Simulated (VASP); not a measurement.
Here is a VASP 6.6.1 calculation.

The input INCAR:

```
PREC     = Accurate       # precision mode
ENCUT    = 520            # plane-wave cutoff, eV
EDIFF    = 1E-7           # SCF threshold, eV
ISMEAR   = 0              # smearing method
SIGMA    = 0.03           # smearing width, eV
LREAL    = False          # projectors in reciprocal space
LASPH    = True           # aspherical terms in the spheres
NELM     = 80             # most SCF steps
ALGO     = Normal         # electronic algorithm
ISIF     = 2              # what is computed and relaxed
LWAVE    = False          # write WAVECAR
LCHARG   = False          # write CHGCAR
GGA      = PE             # functional
NBANDS   = 63             # bands
KPAR     = 4
```

The input KPOINTS:

```
Automatic mesh
0
Gamma
  4 6 6
```

Contents of POSCAR:

```
SrCdSiS4                                
1.0
   10.2630848532      0.0000000000      0.0000000000
    0.0000000000      5.0436830186      3.1634425996
    0.0000000000     -5.0436830186      3.1634425996
  Sr              Cd              Si              S             
     2     2     2     8
Direct
     0.0000000000000000    0.0016468491478167    0.0016468491478167
     0.5000000000000000    0.0016468491478167    0.0016468491478167
     0.7500000000000000    0.2743772818224979    0.6068033796800458
     0.2500000000000000    0.6068033796800458    0.2743772818224979
     0.7500000000000000    0.7075304980406317    0.2710669297777537
     0.2500000000000000    0.2710669297777537    0.7075304980406317
     0.4180027810251609    0.4649188357539803    0.9154407427299684
     0.5819972189748390    0.9154407427299684    0.4649188357539803
     0.0819972189748391    0.4649188357539803    0.9154407427299684
     0.9180027810251610    0.9154407427299684    0.4649188357539803
     0.7500000000000000    0.7138724025538830    0.9119225932729615
     0.2500000000000000    0.9119225932729615    0.7138724025538830
     0.7500000000000000    0.3242822408959047    0.1905318186927925
     0.2500000000000000    0.1905318186927925    0.3242822408959047
```

File KPOINTS_OPT:

```
explicit points
258
Reciprocal
 0.0000000000  0.0000000000  0.0000000000 1
 0.0000000000  0.0248831533  0.0248831533 1
 0.0000000000  0.0497663067  0.0497663067 1
 0.0000000000  0.0746494600  0.0746494600 1
 0.0000000000  0.0995326133  0.0995326133 1
 0.0000000000  0.1244157667  0.1244157667 1
[... 250 lines left out ...]
 0.5000000000 -0.4822584800  0.5177415200 1
 0.5000000000 -0.5177415200  0.4822584800 1
```

Potentials or basis: VASP PAW PBE potentials, release 64 (Sr_sv, Cd, Si, S).

Launch:

```bash
$ cat potpaw_PBE.64/Sr_sv/POTCAR potpaw_PBE.64/Cd/POTCAR potpaw_PBE.64/Si/POTCAR potpaw_PBE.64/S/POTCAR > POTCAR
$ mpirun -np 4 vasp_std > vasp.out
```

**Question.** What does it give for the largest force?

**Answer.** 0.127 eV/Å.

**Question.** What does it give for the band gap on the k mesh?

**Answer.** 2.83 eV, indirect (least direct gap 2.90 eV).

**Question.** Estimate the band gap along the path.

**Answer.** 2.83 eV, indirect (least direct gap 2.90 eV).

**Question.** What does it give for the pressure?

**Answer.** 2.5 GPa.

Forces on the atoms (eV/Å):
```
Sr   0.000  0.000  0.013
Sr   0.000  0.000  0.013
Cd   0.000 -0.012  0.068
Cd   0.000  0.012  0.068
Si   0.000 -0.018 -0.026
Si   0.000  0.018 -0.026
S    0.081  0.068 -0.069
S   -0.081 -0.068 -0.069
S   -0.081  0.068 -0.069
S    0.081 -0.068 -0.069
S    0.000  0.035  0.073
S    0.000 -0.035  0.073
S    0.000  0.091  0.011
S    0.000 -0.091  0.011
```

Expect the measured gap to be larger: semilocal functionals such as PBE lack the derivative discontinuity.
